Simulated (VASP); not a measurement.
Output of a VASP run:

### OSZICAR
```
       N       E                     dE             d eps       ncg     rms          rms(c)
DAV:   1     0.207358761605E+03    0.20736E+03   -0.15904E+04 21624   0.132E+03
DAV:   2    -0.225538675087E+02   -0.22991E+03   -0.22119E+03 24639   0.359E+02
DAV:   3    -0.287722805425E+02   -0.62184E+01   -0.61002E+01 25895   0.550E+01
DAV:   4    -0.288469426860E+02   -0.74662E-01   -0.74553E-01 23191   0.575E+00
DAV:   5    -0.288480436524E+02   -0.11010E-02   -0.11034E-02 25396   0.657E-01    0.238E+01
DAV:   6    -0.272081198462E+02    0.16399E+01   -0.39736E+00 22038   0.163E+01    0.999E+00
DAV:   7    -0.272065776423E+02    0.15422E-02   -0.23348E+00 24092   0.111E+01    0.441E+00
DAV:   8    -0.269186625595E+02    0.28792E+00   -0.94786E-01 23761   0.799E+00    0.246E+00
DAV:   9    -0.269105154696E+02    0.81471E-02   -0.44715E-02 23863   0.188E+00    0.876E-01
DAV:  10    -0.269087343796E+02    0.17811E-02   -0.29645E-03 24075   0.503E-01    0.855E-02
DAV:  11    -0.269087403602E+02   -0.59806E-05   -0.11436E-04 24687   0.866E-02    0.276E-02
DAV:  12    -0.269087360320E+02    0.43281E-05   -0.13808E-05 23391   0.277E-02    0.114E-02
DAV:  13    -0.269087361675E+02   -0.13553E-06   -0.79636E-07 23724   0.786E-03    0.192E-03
DAV:  14    -0.269087361747E+02   -0.71577E-08   -0.31238E-08 12597   0.139E-03
   1 F= -.26908736E+02 E0= -.26908736E+02  d E =0.000000E+00
```

File OUTCAR:
```
------------------------ aborting loop because EDIFF is reached ----------------------------------------
  FORCE on cell =-STRESS in cart. coord.  units (eV):
  Direction    XX          YY          ZZ          XY          YZ          ZX
  --------------------------------------------------------------------------------------
  Total       -0.1954328      0.1469725      0.0227078      0.0000000      0.0000000      0.0000000
  in kB       -7.0278567      5.2852026      0.8165836      0.0000000      0.0000000      0.0000000
  external PRESSURE =      -0.3086901 kB  Pullay stress =       0.0000000 kB
  volume of cell :       44.55
      direct lattice vectors                 reciprocal lattice vectors
    -1.375791599  1.959574634  4.131527245     0.000000000  0.255157416  0.121020623
     1.375791599 -1.959574634  4.131527245     0.363427136  0.000000000  0.121020623
     1.375791599  1.959574634 -4.131527245     0.363427136  0.255157416  0.000000000
 POSITION                                       TOTAL-FORCE (eV/Angst)
 -----------------------------------------------------------------------------------
      0.00000      0.00000      0.00000         0.000000     -0.000000     -0.000000
      0.00000      0.00000      5.48106         0.000000      0.000000      0.012092
      0.00000      0.00000      2.78199        -0.000000     -0.000000     -0.012092
 -----------------------------------------------------------------------------------
    total drift:                               -0.000000     -0.000000     -0.000000
  FREE ENERGIE OF THE ION-ELECTRON SYSTEM (eV)
  ---------------------------------------------------
  free  energy   TOTEN  =       -26.9087361747 eV

  energy  without entropy=      -26.9087361747  energy(sigma->0) =      -26.90873617

 total charge

# of ion       s       p       d       tot
------------------------------------------
    1        2.332   6.197   3.822  12.351
    2        0.720   0.717   8.044   9.480
    3        0.720   0.717   8.044   9.480
--------------------------------------------------
tot          3.771   7.630  19.910  31.312

 Electric field gradients after diagonalization (V/A^2)
 (convention: |V_zz| > |V_xx| > |V_yy|)
----------------------------------------------------------------------
 ion       V_xx      V_yy      V_zz     asymmetry (V_yy - V_xx)/ V_zz
----------------------------------------------------------------------
   1     -13.493    -3.248    16.741       0.612
   2     -12.447    -9.544    21.991       0.132
   3     -12.447    -9.544    21.991       0.132
```
(Selected blocks of OUTCAR.)

**POSCAR**
```
MoPt2
1
   -1.3757915992     1.9595746344     4.1315272448
    1.3757915992    -1.9595746344     4.1315272448
    1.3757915992     1.9595746344    -4.1315272448
Mo Pt
1 2
Direct
  0.0000000000   0.0000000000   0.0000000000
  0.6633215759   0.6633215759   0.0000000000
  0.3366784241   0.3366784241   0.0000000000
```

**Question.** Write an INCAR and KPOINTS that could have produced this output.

**Answer.** This is not unique; one that fits is the input of the run itself, PBEsol GGA, plane waves, VASP's PBE PAW potentials (set 64).

### INCAR
```
ALGO=Normal
EDIFF=1E-7
ENCUT=400
GGA=PS
ISIF=2
ISMEAR=-5
LASPH=T
LCHARG=T
LEFG=T
LMAXMIX=6
LORBIT=11
LREAL=F
LWAVE=F
NEDOS=601
NELM=100
PREC=Accurate
SYSTEM=MoPt2
```

**KPOINTS**
```
K-points
0
G
 15 15 15
```

POTCAR, in this order: Mo_sv Pt (PBE.64 set). Program: vasp_std.

For a metal the tetrahedron method with Blöchl corrections gives inexact stress and forces.

The compound is MoPt2 in the sg71 structure. It was relaxed first.
